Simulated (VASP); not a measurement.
# Li2Pt: structure and properties in VASP, part 5 of 5

Aim: relax Li2Pt, then compute properties on the relaxed cell. The start is a cell from a database of measured crystal structures.

VASP 6.6.1; LDA; plane waves and PAW (Li_sv, Pt).

Still holding for the runs below: The k-mesh is coarse for a metal.

So far. Step 12 (Volume scan with LDA, volume scale 1.02): The run ends at a pressure of -1.67 GPa.

### Step 13. Volume scan with LDA, volume scale 1.04

File INCAR:

```
SYSTEM = Li2Pt
PREC = Accurate
ENCUT = 650
EDIFF = 1E-06
NELM = 100
ISMEAR = 1
SIGMA = 0.2
LREAL = .FALSE.
ALGO = Normal
GGA = CA
NBANDS = 14
LASPH = .TRUE.
LORBIT = 11
LWAVE = .FALSE.
LCHARG = .FALSE.
KPAR = 2
ISIF = 2
```

File POSCAR:

```
Li2Pt
1.0
    4.0989719439      0.0000000000      0.0000000000
   -2.0494859720      3.5498138328      0.0000000000
    0.0000000000      0.0000000000      2.6840084329
Li Pt
2 1
Direct
    0.3333333333      0.6666666667      0.5000000000
    0.6666666667      0.3333333333      0.5000000000
    0.0000000000      0.0000000000      0.0000000000
```

File KPOINTS:

```
Automatic mesh
0
Gamma
6 6 8
0 0 0
```

The projector-augmented-wave data sets are Li_sv and Pt (LDA family, release 64).

On the command line:

```sh
> mpirun -np 2 vasp_std
```

The log of the run:

```text
[... set-up lines as in an earlier step ...]
 entering main loop
       N       E                     dE             d eps       ncg     rms          rms(c)
DAV:   1     0.876921487412E+02    0.87692E+02   -0.84219E+03   980   0.138E+03
DAV:   2    -0.593632152373E+01   -0.93628E+02   -0.85654E+02  1162   0.287E+02
DAV:   3    -0.138375852891E+02   -0.79013E+01   -0.77283E+01  1896   0.542E+01
DAV:   4    -0.139526232660E+02   -0.11504E+00   -0.11490E+00  1090   0.929E+00
[...]
DAV:  10    -0.132065572436E+02   -0.36324E-04   -0.20300E-04  1298   0.125E-01    0.230E-02
DAV:  11    -0.132065521420E+02    0.51016E-05   -0.24361E-05  1264   0.469E-02    0.297E-03
DAV:  12    -0.132065520724E+02    0.69563E-07   -0.50377E-07   776   0.722E-03
   1 F= -.13206552E+02 E0= -.13204784E+02  d E =-.530283E-02
```

Wall time 5.4 s (2 MPI ranks of Intel Xeon 6975P-C (Granite Rapids), shared host); peak memory 0.31 GiB; 9.6 s of CPU time.

From OUTCAR (step 13):

```text
  Total       -0.5885814     -0.5885814     -1.1354529      0.0000000      0.0000000      0.0000000
  in kB      -24.1464167    -24.1464167    -46.5816961      0.0000000      0.0000000      0.0000000
  external PRESSURE =     -31.6248432 kB  Pullay stress =       0.0000000 kB

 POSITION                                       TOTAL-FORCE (eV/Angst)
 -----------------------------------------------------------------------------------
     -0.00000      2.36654      1.34200        -0.000000      0.000000     -0.000000
      2.04949      1.18327      1.34200         0.000000      0.000000      0.000000
      0.00000      0.00000      0.00000        -0.000000      0.000000     -0.000000
 -----------------------------------------------------------------------------------
    total drift:                                0.000000      0.000000     -0.000000

  FREE ENERGIE OF THE ION-ELECTRON SYSTEM (eV)
  ---------------------------------------------------
  free  energy   TOTEN  =       -13.2065520724 eV

  energy  without entropy=      -13.2012492393  energy(sigma->0) =      -13.20478446

[... 1 part as in an earlier step ...]

[... 2 further parts left out ...]
[key lines of the parts left out:]
E-fermi :   5.2197
```

The pressure falls from -1.67 to -3.16 GPa.

The run ends at a pressure of -3.16 GPa.

### Step 14. Volume scan with LDA, volume scale 1.06

A prediction first. A least-squares parabola for the 6 pressures of evenly scaled cells so far, P = -0.01 -88.4 t +209 t² GPa with t = ln(V/V₁) and V₁ the volume at scale 1, gives -4.45 GPa at t = +0.0583.

INCAR is that of step 13.

File POSCAR:

```
Li2Pt
1.0
    4.1250807494      0.0000000000      0.0000000000
   -2.0625403747      3.5724247216      0.0000000000
    0.0000000000      0.0000000000      2.7011044890
Li Pt
2 1
Direct
    0.3333333333      0.6666666667      0.5000000000
    0.6666666667      0.3333333333      0.5000000000
    0.0000000000      0.0000000000      0.0000000000
```

KPOINTS is that of step 13.

On the command line:

```sh
> mpirun -np 2 vasp_std
```

The log of the run:

```text
[... set-up lines as in an earlier step ...]
 entering main loop
       N       E                     dE             d eps       ncg     rms          rms(c)
DAV:   1     0.864528030667E+02    0.86453E+02   -0.83830E+03   988   0.138E+03
DAV:   2    -0.581263672350E+01   -0.92265E+02   -0.83549E+02  1112   0.280E+02
DAV:   3    -0.137880967962E+02   -0.79755E+01   -0.78078E+01  1862   0.544E+01
DAV:   4    -0.139134016665E+02   -0.12530E+00   -0.12516E+00  1134   0.952E+00
[...]
DAV:  10    -0.131896722189E+02   -0.36839E-04   -0.20828E-04  1256   0.127E-01    0.234E-02
DAV:  11    -0.131896662603E+02    0.59586E-05   -0.26860E-05  1266   0.492E-02    0.298E-03
DAV:  12    -0.131896662087E+02    0.51587E-07   -0.55938E-07   782   0.749E-03
   1 F= -.13189666E+02 E0= -.13187922E+02  d E =-.523214E-02
```

Elapsed: 5.4 s, on 2 MPI ranks; peak memory 0.32 GiB.

OUTCAR, selected parts (step 14):

```text
  Total       -0.8586204     -0.8586204     -1.6332836      0.0000000     -0.0000000      0.0000000
  in kB      -34.5600884    -34.5600883    -65.7408406      0.0000000     -0.0000000      0.0000000
  external PRESSURE =     -44.9536724 kB  Pullay stress =       0.0000000 kB

 POSITION                                       TOTAL-FORCE (eV/Angst)
 -----------------------------------------------------------------------------------
     -0.00000      2.38162      1.35055         0.000000     -0.000000      0.000000
      2.06254      1.19081      1.35055        -0.000000      0.000000      0.000000
      0.00000      0.00000      0.00000         0.000000      0.000000      0.000000
 -----------------------------------------------------------------------------------
    total drift:                                0.000000      0.000000     -0.000000

  FREE ENERGIE OF THE ION-ELECTRON SYSTEM (eV)
  ---------------------------------------------------
  free  energy   TOTEN  =       -13.1896662087 eV

  energy  without entropy=      -13.1844340710  energy(sigma->0) =      -13.18792216

[... 1 part as in an earlier step ...]

[... 2 further parts left out ...]
[key lines of the parts left out:]
E-fermi :   5.0442
```

The pressure falls from -3.16 to -4.50 GPa. The parabola predicted -4.45 GPa, +0.04 GPa off.

### Step 15. The series together

Times are for 2 MPI ranks of Intel Xeon 6975P-C (Granite Rapids), shared host. Results by setting:

```tsv
no.	volume scale	energy above the lowest point (meV/atom)	pressure (GPa)	time	memory (GiB)
1	0.94	15.1	6.268	5.4 s	0.31
2	0.96	6.73	3.940	5.4 s	0.32
3	0.98	1.81	1.857	5.6 s	0.32
4	1	0	-0.004674	5.6 s	0.32
5	1.02	0.93	-1.671	5.4 s	0.32
6	1.04	4.34	-3.162	5.4 s	0.31
7	1.06	9.96	-4.495	5.4 s	0.32
```

### Step 16. Fit for LDA

This step: Birch-Murnaghan fit, LDA; plane waves and PAW (VASP 6.6.1).

This step runs nothing: it gathers the runs above.

Numbers from this step:

* pressure derivative of the bulk modulus: 4.594
* r.m.s. error of the fit: 4.26e-6 eV/atom
* minimum inside the sampled range: yes
* bulk modulus: 87.12 GPa
* equilibrium volume of the fit: 12.55 Å³/atom

Table of energy above the fitted minimum by volume:

```tsv
volume (Å³/atom)	energy above the fitted minimum (eV/atom)
11.766	0.0151
12.017	0.00677
12.267	0.00184
12.517	3.4e-5
12.768	9.6e-4
13.018	0.00437
13.268	0.00999
```

The fit over cells of fixed shape and fractional positions puts the volume +0.29 % from the relaxed one. At a finite cutoff and mesh the minimum of the energy and the zero of the stress don't quite coincide, and the relaxation stops at a threshold.

### Step 17. What came out

- relaxed volume: 12.52 Å³/atom
- relaxed conventional cell a, b, c: 4.046, 4.046, 2.649 Å; angles 90.0, 90.0, 120.0°
- space group after relaxing, within 0.02 Å: P6/mmm (No. 191)
- band gap: none, a metal
- DOS at the Fermi level: 0.780 states/eV/cell
- highest zone-centre mode: 523 cm⁻¹
- imaginary zone-centre modes: 1, down to 78i cm⁻¹
- bulk modulus from the fit: 87.1 GPa
- volume from the fit: 12.6 Å³/atom

With LDA, Li2Pt relaxes to 12.52 Å³/atom in space group P6/mmm (held by the symmetry of the run), comes out as a metal and has a bulk modulus of 87.1 GPa at fixed shape and positions, an upper bound. Against the listed cell the volume lies -7.0 % (a -3.4 %, c -0.4 %). Band structure (LDA): Of the bands kept, 3 cross the Fermi level on this path. Vibrations at Γ (LDA): The highest mode in this list at Γ, 523.4 cm⁻¹, is mostly motion of Li (100 % of the kinetic energy). 1 mode is imaginary, down to 77.7i cm⁻¹: the energy falls along it. Spin-orbit coupling is left out, and with elements this heavy it would split and shift bands near the Fermi level. The k-sampling is coarse for a metal, so the Fermi level, pressures and the shape of the cell carry errors. In a metal, imaginary modes from one mesh and one smearing may be numerical noise or a true instability. No search among competing phases was made, and a listed structure need not be the one stable at ambient conditions. All values are for a static lattice at zero temperature.

[Lines on the potential files, build, host, timing and source positions are cut from VASP's logs without a mark.]

[Logs are printed without paths, hosts, clocks, repeated set-up lines and the standing remarks that a program may print on its own settings, such as how far it seeks lower states.]

[Hosts, paths, dates, database ids (printed as entryN), source tags and the programs' standing remarks are cut or masked in the printed files.]

[A measured line is paired with the nearest computed mode of its activity, which favours agreement.]

[In band tables of VASP the shares of atoms and orbitals are scaled to a sum of 1 inside the atoms' spheres.]
